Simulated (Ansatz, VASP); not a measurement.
**ScF5: VASP beside Ansatz**

```xyz
6
Lattice="0.0000 3.7787 3.7787 3.7787 0.0000 3.7787 3.7787 3.7787 0.0000" Properties=species:S:1:pos:R:3 pbc="T T T"
Sc    1.8893    1.8893    1.8893
F     5.6680    5.6680    5.6680
F     6.7610    6.7610    6.7610
F     4.5750    4.5750    6.7610
F     4.5750    6.7610    4.5750
F     6.7610    4.5750    4.5750
```

Alike in both runs: functional PBE; k mesh 4 × 4 × 4; occupations gaussian, width 0.1 eV; collinear spin.

Ansatz relaxed the structure, and its values are those at the end. VASP's run is a single point on that final structure, the one shown.

|  | VASP | Ansatz |
| --- | --- | --- |
| version | VASP 6.6.1 | Ansatz 0.2.0 |
| potentials or method | VASP PAW PBE potentials, release 64 (Sc_sv, F) | scalar-relativistic, plane waves, PAW |
| plane-wave cutoff (eV) | 520 | 420 |
| valence electrons in the cell | 46 | 46 |

|  | VASP | Ansatz | Ansatz less VASP |
| --- | --- | --- | --- |
| gap on the k mesh at the Fermi level (eV) | none | none | - |
| pressure (GPa) | -0.2 | 0.2 | +0.43 |
| rms of the force components (eV/Å) | 0.003 | 0.001 | -0.0026 |
| net moment per atom (μB) | 0.53 | 0.33 | -0.200 |
| size of the moment on the site where the two differ most (μB) | 0.51 | 0.64 | +0.128 |

The net moments differ so much that the two runs ended in different magnetic states, which moves the other rows too. Site moments also hang on the region over which each program counts them. A gap of «none» marks a metal or a gap that the smearing closes.

Caveats: the k mesh is coarse (spacing up to 0.36 Å⁻¹), so the values aren't converged.
